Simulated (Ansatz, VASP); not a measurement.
# Cross-check of Cu3Hg between VASP and Ansatz

Aim: how closely do two programs agree when they are given the same cell, functional and k mesh? The cell is generated by rule, not measured, and may not be a known phase. The cell is taken from a series of runs on this material, whose earlier steps may have relaxed, scaled, displaced or heated it; both programs get it as it stands.

Method: plane waves, with VASP 6.6.1 beside it; relaxation of cell and atoms at PBE with D3(BJ), in Ansatz 0.2.0.

The structure was built from a prototype and need not be the compound's stable phase.

### Step 1. The structure

It takes space group Fm-3m (No. 225, cubic). Conventional cell: a = 6.015 Å, b = 6.015 Å, c = 6.015 Å, α = 90.00°, β = 90.00°, γ = 90.00°. Nearest to Cu lie 4 Cu at 2.60 Å and 4 Hg at 2.60 Å. Cu has 8 Cu at 2.60 Å nearest. Nearest to Hg lie 8 Cu at 2.60 Å. Farther neighbours are not listed.

Coordinates:

```xyz
4
Lattice="0.0000 3.0077 3.0077 3.0077 0.0000 3.0077 3.0077 3.0077 0.0000" Properties=species:S:1:pos:R:3 pbc="T T T"
Cu    1.5038    1.5038    1.5038
Cu    4.5115    4.5115    4.5115
Cu    3.0077    3.0077    3.0077
Hg    0.0000    0.0000    0.0000
```

### Step 2. VASP: relaxation of cell and atoms, PBE with D3(BJ), pair 1

The relaxed volume is the usual yardstick between codes: in a stiff, nearly cubic crystal its relative difference is about their pressure difference at one cell divided by the bulk modulus.

Lines of VASP's logs that name or quote its potential files are left out, and so is its time.

File INCAR:

```
SYSTEM = Cu3Hg
PREC = Accurate
ENCUT = 600
EDIFF = 1E-07
NELM = 120
ISMEAR = 0
SIGMA = 0.1
LREAL = .FALSE.
ALGO = Normal
GGA = PE
IVDW = 12
NBANDS = 28
LASPH = .TRUE.
LORBIT = 11
LWAVE = .FALSE.
LCHARG = .FALSE.
ISIF = 3
IBRION = 2
NSW = 80
EDIFFG = -0.005
GGA_COMPAT = .FALSE.
NELMIN = 4
KPAR = 2
```

File POSCAR:

```
Cu3Hg
1.0
    0.0000000000      3.0076900000      3.0076900000
    3.0076900000      0.0000000000      3.0076900000
    3.0076900000      3.0076900000      0.0000000000
Cu Hg
3 1
Direct
    0.2500000000      0.2500000000      0.2500000000
    0.7500000000      0.7500000000      0.7500000000
    0.5000000000      0.5000000000      0.5000000000
    0.0000000000      0.0000000000      0.0000000000
```

File KPOINTS:

```
Automatic mesh
0
Gamma
12 12 12
0 0 0
```

Potentials, in the order of the species: Cu and Hg (PBE family, release 64).

Started as:

```console
> mpirun -np 2 vasp_std
```

Numbers of over 12 decimals in the logs are rounded to 6 here.

What it wrote:

```text
[banner, memory and clock lines left out]
running    2 mpi-ranks, on    1 nodes
 distrk:  each k-point on    1 cores,    2 groups
 distr:  one band on    1 cores,    1 groups

 POSCAR found type information on POSCAR CuHg
 POSCAR found :  2 types and       4 ions
 LDA part: xc-table for (Slater+PW92), standard interpolation
 POSCAR, INCAR and KPOINTS ok, starting setup
 FFT: planning ... GRIDC
 FFT: planning ... GRID_SOFT
 FFT: planning ... GRID
 WAVECAR not read
 entering main loop
       N       E                     dE             d eps       ncg     rms          rms(c)
DAV:   1     0.400465230765E+03    0.40047E+03   -0.23116E+04  4216   0.288E+03
DAV:   2     0.219198001427E+02   -0.37855E+03   -0.36124E+03  4032   0.462E+02
DAV:   3    -0.120007175229E+02   -0.33921E+02   -0.32388E+02  4340   0.185E+02
DAV:   4    -0.127849193195E+02   -0.78420E+00   -0.78202E+00  5224   0.350E+01
DAV:   5    -0.127915284110E+02   -0.66091E-02   -0.66082E-02  5104   0.280E+00    0.161E+01
DAV:   6    -0.117723287301E+02    0.10192E+01   -0.21621E+01  4468   0.101E+02    0.686E+00
DAV:   7    -0.106706368460E+02    0.11017E+01   -0.52750E+00  4500   0.661E+01    0.583E+00
DAV:   8    -0.106936621899E+02   -0.23025E-01   -0.56379E-01  6120   0.176E+01    0.390E+00
DAV:   9    -0.106709295538E+02    0.22733E-01   -0.28335E-01  5012   0.223E+01    0.209E+00
DAV:  10    -0.106567672137E+02    0.14162E-01   -0.12515E-01  6680   0.125E+01    0.524E-01
DAV:  11    -0.106521294127E+02    0.46378E-02   -0.22309E-02  6084   0.432E+00    0.346E-02
DAV:  12    -0.106524383552E+02   -0.30894E-03   -0.31979E-03  5348   0.710E-01    0.452E-02
DAV:  13    -0.106524330350E+02    0.53202E-05   -0.59442E-05  5024   0.115E-01    0.413E-02
DAV:  14    -0.106524221403E+02    0.10895E-04   -0.93795E-06  6356   0.103E-01    0.314E-02
DAV:  15    -0.106524121718E+02    0.99684E-05   -0.53584E-05  5928   0.167E-01    0.121E-02
DAV:  16    -0.106524124959E+02   -0.32404E-06   -0.48599E-06  5396   0.263E-02    0.115E-02
DAV:  17    -0.106524126672E+02   -0.17135E-06   -0.35480E-07  3816   0.125E-02    0.365E-03
DAV:  18    -0.106524126387E+02    0.28515E-07   -0.40937E-07  3836   0.182E-02
   1 F= -.12900280E+02 E0= -.12895786E+02  d E =-.129003E+02
 curvature:   0.00 expect dE= 0.000E+00 dE for cont linesearch  0.000E+00
 trial: gam= 0.00000 g(F)=  0.127E-46 g(S)=  0.721E-02 ort = 0.000E+00 (trialstep = 0.100E+01)
 search vector abs. value=  0.721E-02
 bond charge predicted
       N       E                     dE             d eps       ncg     rms          rms(c)
DAV:   1    -0.109060959355E+02   -0.25368E+00   -0.34512E+00  4312   0.336E+01    0.365E+00
DAV:   2    -0.107717522681E+02    0.13434E+00   -0.16520E+00  4364   0.275E+01    0.182E+00
DAV:   3    -0.106979851853E+02    0.73767E-01   -0.35779E-01  4484   0.143E+01    0.104E+00
DAV:   4    -0.106936203605E+02    0.43648E-02   -0.13170E-02  5832   0.168E+00    0.676E-01
DAV:   5    -0.106916023724E+02    0.20180E-02   -0.53053E-03  6220   0.294E+00    0.212E-01
DAV:   6    -0.106910322964E+02    0.57008E-03   -0.20984E-03  6020   0.203E+00    0.508E-02
DAV:   7    -0.106909752347E+02    0.57062E-04   -0.35435E-04  5424   0.244E-01    0.205E-02
DAV:   8    -0.106909721338E+02    0.31009E-05   -0.38257E-05  6456   0.178E-01    0.784E-03
DAV:   9    -0.106909733259E+02   -0.11921E-05   -0.89960E-06  6016   0.113E-01    0.395E-03
DAV:  10    -0.106909731986E+02    0.12724E-06   -0.17251E-06  5540   0.559E-02    0.159E-03
DAV:  11    -0.106909732309E+02   -0.32257E-07   -0.17475E-07  2896   0.472E-03
   2 F= -.12901341E+02 E0= -.12896670E+02  d E =-.106122E-02
 trial-energy change:   -0.001061  1 .order   -0.001172   -0.007212    0.004868
 step:   0.5837(harm=  0.5970)  dis= 0.00000  next Energy=   -12.902362 (dE=-0.208E-02)
 bond charge predicted
       N       E                     dE             d eps       ncg     rms          rms(c)
DAV:   1    -0.107144188634E+02   -0.23446E-01   -0.59055E-01  4312   0.136E+01    0.156E+00
DAV:   2    -0.106925752207E+02    0.21844E-01   -0.30765E-01  4356   0.121E+01    0.835E-01
DAV:   3    -0.106774681622E+02    0.15107E-01   -0.68433E-02  4400   0.648E+00    0.389E-01
DAV:   4    -0.106768962544E+02    0.57191E-03   -0.28563E-03  5528   0.682E-01    0.274E-01
DAV:   5    -0.106766039379E+02    0.29232E-03   -0.11116E-03  6048   0.137E+00    0.926E-02
DAV:   6    -0.106764939606E+02    0.10998E-03   -0.44050E-04  6000   0.905E-01    0.220E-02
DAV:   7    -0.106764794227E+02    0.14538E-04   -0.81380E-05  5856   0.147E-01    0.928E-03
DAV:   8    -0.106764784295E+02    0.99315E-06   -0.88497E-06  6240   0.783E-02    0.332E-03
DAV:   9    -0.106764779917E+02    0.43782E-06   -0.16107E-06  5636   0.472E-02    0.195E-03
DAV:  10    -0.106764779524E+02    0.39297E-07   -0.27863E-07  2640   0.250E-02
   3 F= -.12902357E+02 E0= -.12897758E+02  d E =-.207705E-02
 curvature:  -0.30 expect dE=-0.240E-08 dE for cont linesearch -0.240E-08
 trial: gam=-0.00106 g(F)=  0.295E-47 g(S)=  0.805E-08 ort = 0.762E-05 (trialstep = 0.917E+00)
 search vector abs. value=  0.100E-09
 reached required accuracy - stopping structural energy minimisation
```

Parts of OUTCAR (step 2):

```text
ion  position               nearest neighbor table
   1  0.250  0.250  0.250-   4 2.60   4 2.60   4 2.60   3 2.60   4 2.60   3 2.60   3 2.60   3 2.60

  LATTYP: Found a face centered cubic cell.
 ALAT       =     6.0153800000

 Subroutine GETGRP returns: Found 48 space group operations
 (whereof 48 operations were pure point group operations)

The static configuration has the point symmetry O_h .

 Found     72 irreducible k-points:

   k-points           NKPTS =     72   k-points in BZ     NKDIM =     72   number of bands    NBANDS=     28

   dimension x,y,z NGX =    36 NGY =   36 NGZ =   36
   dimension x,y,z NGXF=    72 NGYF=   72 NGZF=   72

   ENCUT  =  600.0 eV  44.10 Ry    6.64 a.u.   8.50  8.50  8.50*2*pi/ulx,y,z

   NELECT =      45.0000    total number of electrons

 k-points in reciprocal lattice and weights: Automatic mesh
   0.00000000  0.00000000  0.00000000       0.001
   0.08333333  0.00000000  0.00000000       0.005
   0.16666667  0.00000000  0.00000000       0.005
   0.25000000  0.00000000  0.00000000       0.005
   0.33333333  0.00000000  0.00000000       0.005
   0.41666667  0.00000000  0.00000000       0.005
   0.50000000  0.00000000  0.00000000       0.002
   0.08333333  0.08333333  0.00000000       0.003
   0.16666667  0.08333333  0.00000000       0.014
[...]
-0.33333333  0.50000000  0.16666667       0.007
  -0.25000000  0.50000000  0.25000000       0.003

 Edisp (eV)   -2.21037

 average (electrostatic) potential at core
       1 -64.7716       2 -64.7716       3 -64.6225       4 -37.5210

 E-fermi :   6.5998

 k-point     1 :       0.0000    0.0000    0.0000
  band No.  band energies     occupation
    ...
     17       4.4370      2.00000
     18       4.4370      2.00000
     19       4.6095      2.00000
     20       4.6095      2.00000
     21       4.6095      2.00000
     22      11.1699      0.00000
     23      11.7812      0.00000
     24      11.7812      0.00000
     25      11.7812      0.00000
     26      11.9072      0.00000
    ...

 k-point     2 :       0.0833    0.0000    0.0000
  band No.  band energies     occupation
    ...
     17       4.4307      2.00000
     18       4.4307      2.00000
     19       4.5192      2.00000
     20       4.6011      2.00000
     21       4.6011      2.00000
     22       9.9738      0.00000
     23      11.3689      0.00000
     24      11.4178      0.00000
     25      11.4178      0.00000
     26      12.2734      0.00000
    ...

 k-point     3 :       0.1667    0.0000    0.0000
  band No.  band energies     occupation
    ...
     17       4.3372      2.00000
     18       4.4137      2.00000
     19       4.4137      2.00000
     20       4.5794      2.00000
     21       4.5794      2.00000
     22       8.3212      0.00000
     23      10.9386      0.00000
     24      10.9386      0.00000
     25      11.1384      0.00000
     26      12.5450      0.00000
    ...

 Edisp (eV)   -2.22588

  Total       0.00047     0.00047     0.00047     0.00000     0.00000    -0.00000
  in kB       0.01376     0.01376     0.01376     0.00000     0.00000    -0.00000
  external pressure =        0.01 kB  Pullay stress =        0.00 kB

  energy-cutoff  :      600.00
  volume of cell :       54.93
      direct lattice vectors                 reciprocal lattice vectors
     0.000000000  3.017142228  3.017142228    -0.165719732  0.165719732  0.165719732
     3.017142228  0.000000000  3.017142228     0.165719732 -0.165719732  0.165719732
     3.017142228  3.017142228 -0.000000000     0.165719732  0.165719732 -0.165719732

 POSITION                                       TOTAL-FORCE (eV/Angst)
 -----------------------------------------------------------------------------------
      1.50857      1.50857      1.50857        -0.000000      0.000000      0.000000
      4.52571      4.52571      4.52571         0.000000      0.000000     -0.000000
      3.01714      3.01714      3.01714        -0.000000     -0.000000     -0.000000
      0.00000      0.00000      0.00000        -0.000000     -0.000000     -0.000000
 -----------------------------------------------------------------------------------
    total drift:                                0.000000      0.000000      0.000000

  FREE ENERGIE OF THE ION-ELECTRON SYSTEM (eV)
  ---------------------------------------------------
  free  energy   TOTEN  =       -12.9023566102 eV

  energy  without entropy=      -12.8931603890  energy(sigma->0) =      -12.89775850

 reached required accuracy - stopping structural energy minimisation

 total charge
# of ion       s       p       d       tot
------------------------------------------
    1        0.404   0.350   9.211   9.965
    2        0.404   0.350   9.211   9.965
    3        0.400   0.315   9.200   9.915
    4        0.805   0.604   9.281  10.690
--------------------------------------------------
tot          2.013   1.618  36.903  40.534

[... 3 further parts left out ...]
```

Dispersion corrections of this kind ignore metallic screening and tend to overbind metals.

### Step 3. Ansatz: relaxation of cell and atoms, PBE with D3(BJ), pair 1

Ansatz runs on its default PAW (the set named soft_2) files.

The same cell, functional, mesh and smearing now go to Ansatz, which takes its cutoff from its data sets.

File input.yaml:

```yaml
crystal:
  lattice:
    - [0.0, 3.007689989, 3.007689989]
    - [3.007689989, 0.0, 3.007689989]
    - [3.007689989, 3.007689989, 0.0]
  atoms:
    - { symbol: Cu, position: [0.25, 0.25, 0.25] }
    - { symbol: Cu, position: [0.75, 0.75, 0.75] }
    - { symbol: Cu, position: [0.5, 0.5, 0.5] }
    - { symbol: Hg, position: [0.0, 0.0, 0.0] }
kpoints:
  mp_grid: { grid: [12, 12, 12] }
hamiltonian:
  xc: pbe
  dispersion: d3bj
scf:
  occupations: { method: gaussian, width: 0.1 }
output:
  forces: true
  stress: true
  eigenvalues: true
  write_density: true
  write_potential: true
  elf: true
  volumetric_format: npy
relax:
  adjacent_minimum: "off"
  f_tol: 0.005
  max_steps: 80
  cell: { stress_tol: 0.05 }
```

Started as:

```console
> ansatz run input.yaml --threads 8 --pin off --max-ram 14336MiB --backend cpu --events-out ev --progress --plain --runs-dir out
```

What it wrote:

```text
Engine: ansatz 0.2.0, aarch64-unknown-linux-gnu
Pseudopotentials: kind: paw
Pseudopotential: Cu, paw, valence charge 19, recommended cutoff 420 eV (normal), Cu.paw.azcp
Pseudopotential: Hg, paw, valence charge 20, recommended cutoff 420 eV (normal), Hg.paw.azcp
Functional definition: PBE
  parameter kappa = 0.804
  parameter beta = 0.066725
  exchange = pbe_x(kappa = kappa, mu = beta*pi^2/3)
  correlation = pbe_c(beta = beta)
Crystal: 4 atoms, lattice volume = 54.416 Å³
Basis set: ecut = 420 eV, 1067 PW (Γ), exchange–correlation on 60×60×60 points (8 copies of the dense FFT grid, shifted against one another)
Bands: 47, of which v1, the nominal top of the filled ones, is band 39 counted from 1 (38 counted from 0)
Symmetry: 48 space group operations
Space group: Fm-3m (ITA 225), of the structure as read, at distance tolerance 3.8e-5 Å
k-points: 72 of 1728
Non-local potential: Cu, projectors of the file, l = 0: 3, l = 1: 2, l = 2: 3, l = 3: 1
Non-local potential: Hg, projectors of the file, l = 0: 3, l = 1: 2, l = 2: 2, l = 3: 1
PAW form: soft (Blöchl's): semilocal exchange-correlation on the pseudo side does not see the compensation charge
PAW one-centre angular grid: Cu, 590 points (default); XC on 64 Gauss nodes
PAW one-centre angular grid: Hg, 590 points (default); XC on 64 Gauss nodes
Initial density: superposition of atomic densities (neutral atoms: chi_scale 0, normalization atom), corrected by the library's trained network
Initial wavefunctions: pseudopotential atomic-orbital guess
Functional: x = pbe(κ = 0.804, μ = 0.219515), c = pbe(β = 0.066725)
SCF iter   1: F=—  HF=-33690.546328 eV  |F-HF|=—  |Δ(HF+E_count)|=         —  Δρ=1.50e-3  dr2=6.61e-4  ethr=1.77e-3  ⟨swp⟩=5.6  Hψ=10953  notcnv=0  defer=51
preconditioner: auto → Kerker (q_TF=auto, 2.891 Å⁻¹)  [metal: Δε(μ)=0.037 eV  Ē_g=11.267 eV  σ=0.100 eV  W_gap=0.21  n_scr=14 (ndim 8)  ℏωp=33.8 eV  f_vac=0.000  D(μ)=1.75/eV (n_scr^D=14)]
SCF iter   2: F=—  HF=-33690.547367 eV  |F-HF|=—  |Δ(HF+E_count)|=   1.04e-3  Δρ=6.37e-4  dr2=9.71e-5  ethr=8.58e-7  ⟨swp⟩=2.5  Hψ=6949  notcnv=0  defer=59
SCF iter   3: F=—  HF=-33690.547431 eV  |F-HF|=—  |Δ(HF+E_count)|=   6.38e-5  Δρ=3.28e-4  dr2=3.09e-5  ethr=1.26e-7  ⟨swp⟩=2.0  Hψ=4809  notcnv=0  defer=59
SCF iter   4: F=—  HF=-33690.547435 eV  |F-HF|=—  |Δ(HF+E_count)|=   4.61e-6  Δρ=7.07e-5  dr2=2.38e-6  ethr=4.01e-8  ⟨swp⟩=2.4  Hψ=4692  notcnv=0  defer=59
SCF iter   5: F=—  HF=-33690.547436 eV  |F-HF|=—  |Δ(HF+E_count)|=   3.14e-7  Δρ=2.79e-5  dr2=6.58e-7  ethr=3.09e-9  ⟨swp⟩=2.4  Hψ=4754  notcnv=0  defer=59
SCF iter   6: F=-33690.547436 eV  HF=-33690.547436 eV  |F-HF|=1.15e-7  |Δ(HF+E_count)|=   1.32e-7  Δρ=1.16e-5  dr2=9.05e-8  ethr=1.30e-10  ⟨swp⟩=10.1  Hψ=23904  notcnv=0
SCF 1 converged in 6 iterations: F = -33690.547436 eV  dr2 = 9.05e-8
  greatest PAW one-centre occupation: 1.000 electrons in one spin orbital (limit 2), on the Hg atom at site 3 (counted from 0), in its partial waves of l = 0
relax step   1: F+E_penalty+E_count = -33690.54743554 eV  Δ(F+E_penalty+E_count) = +0.000e0 eV  max|allowed force component| = 9.252e-18 eV/Å  Δτ_max = 0.0000 Å  P = +0.301 GPa  Ω = 54.416 Å³  (6 SCF iters, dr2 threshold 1.00e-7 eV, accepted)
[...]
relax step   2: F+E_penalty+E_count = -33690.54747221 eV  Δ(F+E_penalty+E_count) = -3.667e-5 eV  max|allowed force component| = 5.089e-17 eV/Å  Δτ_max = 0.0000 Å  P = +0.034 GPa  Ω = 54.523 Å³  energy of the carried Pulay correction = -7.486e-5 eV  (6 SCF iters, dr2 threshold 2.27e-7 eV, accepted)
[...]
relax step   3: F+E_penalty+E_count = -33690.54753890 eV  Δ(F+E_penalty+E_count) = -6.668e-5 eV  max|allowed force component| = 6.361e-17 eV/Å  Δτ_max = 0.0000 Å  P = +0.033 GPa  Ω = 54.523 Å³  stress off target by 3.31e-2 GPa  SCF on the basis re-selected at this cell (its energy is not comparable with the rows above)  (6 SCF iters)
basis re-selected at this cell: Δ(F+E_penalty+E_count) = -6.668e-5 eV, ΔP = -0.001 GPa vs the last step (what re-selecting the basis moved, of the pressure what is left beyond the Pulay correction that the steps carried, after the strain that the cell walked since its last selection, with what the two solves' SCF thresholds leave and, on support functions, any second-order correction that the steps lacked; it is no m [...]
SCF converged after 6 iterations
Free energy (F): -33690.547539 eV
Harris-Foulkes:  -33690.547539 eV  (|F-HF|=2.18e-11)
Internal energy: -33690.538719 eV  (E = F + TS)
E sigma→0 (E₀):  -33690.543129 eV
Entropy (-TS):   -0.008820 eV (-2.205 meV/atom)
Fermi energy:    17.882835 eV
--- Per-component energies (eV) ---
  E_band       = -1360.032704
  E_kinetic    = 1505.495150
  E_local      = -14517.604501  (includes V_loc(G=0)·N_el)
  E_nonlocal   = 1250.559293
  E_hartree    = 6411.501558
  E_xc         = -489.698346
  E_vxc        = -609.990762  (∫ρ·V_xc dr)
  E_paw        = -14940.866276  (= ΣΔE_a)
  E_vpaw       = -1811.496875  (= ΣTr[D̂ρ^β])
  E_aug_tail   = 0.001676  (compensation charges beyond the density's cutoff)
  E_ewald      = -12907.683429
  E_disp       = -2.243845  (pairwise vdW)
  E_smearing   = -0.008820  (= −TS)
  E_closure    = -0.000000  (closes the sum)
  Σ components = -33690.547539   (vs F -33690.547539, Δ=0.00e0)
--- Forces (eV/Å), atoms counted from 1 ---
  atom   1  Cu    -0.00000000    -0.00000000     0.00000000
  atom   2  Cu     0.00000000     0.00000000     0.00000000
  atom   3  Cu     0.00000000     0.00000000     0.00000000
  atom   4  Hg    -0.00000000     0.00000000     0.00000000
  max |Σ_I F_I| component: 2.31e-17 eV/Å
--- Stress (GPa, compression-positive) ---
        0.033120       0.000000       0.000000
        0.000000       0.033120       0.000000
        0.000000      -0.000000       0.033120
  P = ⅓ Tr σ = 0.0331 GPa (0.331 kbar)
--- Band table (eV; the first three rows and the last of 72) ---
  k-point 0: bands = [... 35 lower, 15.9068, 15.9068, 22.4947, 23.0621, 23.0621, 23.0621, 23.0683, 23.9989, ... 4 higher]
  k-point 1: bands = [... 35 lower, 15.8978, 15.8978, 21.2759, 22.6313, 22.7084, 22.7084, 23.5007, 24.2419, ... 4 higher]
  k-point 2: bands = [... 35 lower, 15.8747, 15.8747, 19.6219, 22.2336, 22.2336, 22.4107, 23.7630, 23.8974, ... 4 higher]
  k-point 71: bands = [... 35 lower, 15.9607, 15.9685, 16.1947, 16.3153, 16.3153, 24.1563, 24.6086, 24.8810, ... 4 higher]
--- Relaxed structure (2 steps of the walk, 2 accepted, 1 SCFs on fresh bases) ---
  F+E_penalty+E_count = -33690.54753890 eV   max|allowed force component| = 6.361e-17 eV/Å   (the final SCF, on the basis selected at the relaxed cell)
  cell:  # Å, volume = 54.5228 Å³
    - [0, 3.009651, 3.009651]
    - [3.009651, 0, 3.009651]
    - [3.009651, 3.009651, 0]
  atoms:
    - { symbol: Cu, position: [0.250000, 0.250000, 0.250000] }
    - { symbol: Cu, position: [0.75, 0.75, 0.75] }
    - { symbol: Cu, position: [0.500000, 0.500000, 0.500000] }
    - { symbol: Hg, position: [0, 0, 0] }
```

### Step 4. Comparison

Known differences besides the potentials themselves: the data sets hold 77 valence electrons in Ansatz (on its default PAW (the set named soft_2) files) and 45 in VASP; the cutoff is 420 eV in Ansatz and 600 eV in VASP; Ansatz adds a Pulay correction to the stress that steers its cell, VASP none. Total energies have different zeros and are not compared.

Both answers:

| quantity | Ansatz | VASP | difference |
| --- | --- | --- | --- |
| volume (Å³) | 54.52 | 54.93 | -0.74 % |
| edge a after relaxation, in the typed setting (Å) | 4.256 | 4.267 | -0.25 % |

(Part 1 of 2 ends here.)

[Lines on the potential files, build, host, timing and source positions are cut from VASP's logs without a mark.]

[Logs are printed without paths, hosts, clocks, repeated set-up lines and the standing remarks that a program may print on its own settings, such as how far it seeks lower states.]

[Hosts, paths, dates, database ids (printed as entryN), source tags and the programs' standing remarks are cut or masked in the printed files.]
